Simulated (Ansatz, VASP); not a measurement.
Zn3W: VASP beside Ansatz

```xyz
4
Lattice="3.8216 0.0000 0.0000 0.0000 3.8216 0.0000 0.0000 0.0000 3.8216" Properties=species:S:1:pos:R:3 pbc="T T T"
Zn    0.0000    1.9108    1.9108
Zn    1.9108    0.0000    1.9108
Zn    1.9108    1.9108    0.0000
W     0.0000    0.0000    0.0000
```

Alike in both runs: functional r2SCAN; k mesh 12 × 12 × 12; occupations gaussian, width 0.1 eV; no spin polarisation.

Ansatz relaxed the structure, and its values are those at the end. VASP's run is a single point on that final structure, the one shown.

|  | VASP | Ansatz |
| --- | --- | --- |
| version | VASP 6.6.1 | Ansatz 0.2.0 |
| potentials or method | VASP PAW PBE potentials, release 64 (Zn, W_sv) | scalar-relativistic, plane waves, PAW |
| plane-wave cutoff (eV) | 520 | 500 |
| valence electrons in the cell | 50 | 50 |

|  | VASP | Ansatz | Ansatz less VASP |
| --- | --- | --- | --- |
| gap on the k mesh at the Fermi level (eV) | none | none | - |
| pressure (GPa) | 0.9 | 0.0 | -0.90 |

A gap of «none» marks a metal or a gap that the smearing closes.

Caveats: the PAW data sets were made with another functional, which shifts forces and pressure a little (VASP). The runs have no spin-orbit coupling, so splittings on W are missing.
